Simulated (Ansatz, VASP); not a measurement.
# GeBi3 in VASP and in Ansatz

```
CELL_PARAMETERS angstrom
0.00000 3.78788 3.78788
3.78788 0.00000 3.78788
3.78788 3.78788 0.00000
ATOMIC_POSITIONS crystal
Bi 0.50000 0.50000 0.50000
Bi 0.75000 0.75000 0.75000
Bi 0.25000 0.25000 0.25000
Ge 0.00000 0.00000 0.00000
```

Change from the starting cell: volume scaled by 0.94.

Alike in both runs: task single point; functional PBE; k mesh 6 × 6 × 6; occupations fermi-dirac, width 0.05 eV; no spin polarisation.

|  | VASP | Ansatz |
| --- | --- | --- |
| version | VASP 6.6.1 | Ansatz 0.2.0 |
| potentials or method | VASP PAW PBE potentials, release 64 (Bi_d, Ge_d) | Ansatz PAW |
| plane-wave cutoff (eV) | 520 | 420 |
| valence electrons in the cell | 59 | 59 |

|  | VASP | Ansatz | Ansatz less VASP |
| --- | --- | --- | --- |
| gap on the k mesh at the Fermi level (eV) | none | none | - |
| pressure (GPa) | 5.0 | 5.0 | +0.05 |

A gap of «none» marks a metal or a gap that the smearing closes. With one functional, cell and mesh, what is left measures potentials, basis and numerics.

Caveats: spin-orbit coupling is left out, which moves the levels of the heavy elements.
